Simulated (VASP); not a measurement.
Here is the system:

```
Sb
1.0
    4.03627    -2.17706     0.01272
    4.03627     2.17706     0.01272
    2.85074     0.00000     3.59229
Sb
2
Cartesian
  2.53189   0.00000   0.83855
  8.39139   0.15000   2.77919
```

Computed with r2SCAN meta-GGA, VASP's PBE PAW potentials (set 64) (plane waves; VASP). Run with 480 eV cut-off, 8×8×8 Γ-centred mesh, Gaussian smearing of 0.050 eV, potentials Sb.

**Question.** Give the force on each atom (eV/Å).

**Answer.** 
```csv
atom,Fx,Fy,Fz
Sb1,0.136,0.401,0.141
Sb2,-0.136,-0.401,-0.141
```

**Question.** Give the stress tensor in GPa (positive for a compressed cell).

**Answer.** 
```
-0.04   1.64   0.24
 1.64   0.91   1.26
 0.24   1.26   0.13
```
The pressure is its mean diagonal, 0.33 GPa.

The compound is Sb in the a7 structure. This cell was strained or had an atom moved on purpose.
